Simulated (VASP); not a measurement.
Here is a VASP 6.6.1 calculation.

The input POSCAR:

```
Pt
1.0
    0.0000000000      1.9715751800      1.9715751800
    1.9715751800      0.0000000000      1.9715751800
    1.9715751800      1.9715751800      0.0000000000
Pt
1
Direct
    0.0000000000      0.0000000000      0.0000000000
```

File INCAR.step1:

```
SYSTEM = Pt
PREC = Accurate
ENCUT = 350
EDIFF = 1E-8
ISMEAR = 0
SIGMA = 0.1
LREAL = .False.
LASPH = .True.
NELM = 60
ALGO = Normal
ISIF = 3
LWAVE = .False.
LCHARG = .False.
IBRION = 2
NSW = 40
EDIFFG = -0.002
```

The input INCAR.step2:

```
SYSTEM = Pt
PREC = Accurate
ENCUT = 350
EDIFF = 1E-8
ISMEAR = 0
SIGMA = 0.1
LREAL = .False.
LASPH = .True.
NELM = 60
ALGO = Normal
ISIF = 3
LWAVE = .False.
LCHARG = .False.
IBRION = 6
NFREE = 2
POTIM = 0.015
NSW = 1
```

KPOINTS

```
regular mesh
0
Gamma
  18 18 18
  0 0 0
```

Potentials or basis: VASP PAW LDA potentials, release 64 (Pt).

Launch:

```console
$ cat potpaw_LDA.64/Pt/POTCAR > POTCAR
$ cp INCAR.step1 INCAR
$ mpirun -np 1 vasp_std > vasp.out
$ cp CONTCAR POSCAR
$ cp INCAR.step2 INCAR
$ mpirun -np 1 vasp_std > vasp.out
```

(1) Estimate the elastic constants C11, C12, C44.

(2) Predict the Voigt bulk modulus.

(3) Estimate the relaxed cell.

(4) What does it give for the space group after relaxing (to 0.05 Å)?

(5) Predict the relaxed volume.

## Answers

(1) 386, 275, 81 GPa.

(2) 312 GPa.

(3) a = 2.754 Å, b = 2.754 Å, c = 2.754 Å, α = 60.00°, β = 60.00°, γ = 60.00°.

(4) Fm-3m (No. 225).

(5) 14.77 Å³/atom.
